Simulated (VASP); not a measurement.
Energy against volume of C (diamond). All values below come from PBE GGA with D3 dispersion (zero damping), VASP's PBE PAW potentials (set 64) (plane waves; VASP).

| V (Å³/atom) | E (eV/atom) |
|---|---|
| 5.326 | -9.16977 |
| 5.496 | -9.19338 |
| 5.666 | -9.20092 |
| 5.836 | -9.19451 |
| 6.005 | -9.17598 |

### Question
Fit a third-order Birch-Murnaghan equation of state.

### Answer

```
Property                                       Result
---------------------------------------  ------------
volume per atom                          5.67 Å³/atom
bulk modulus                                4370 kbar
pressure derivative of the bulk modulus          3.69
lattice constant a                            3.566 Å
```

Measured: bulk modulus 455 GPa at 0 K (computed value off by -4.0 %), as given by Daniel Mejia-Rodriguez et al., Physical Review B (2018), arXiv:1807.09216 [0 K value with the zero-point phonon effect removed]; a 3.553 Å at 0 K (computed value off by +0.4 %), as given by Daniel Mejia-Rodriguez et al., Physical Review B (2018), arXiv:1807.09216 [static lattice: zero-point anharmonic expansion removed].

The compound is C in the diamond structure. It was relaxed first.
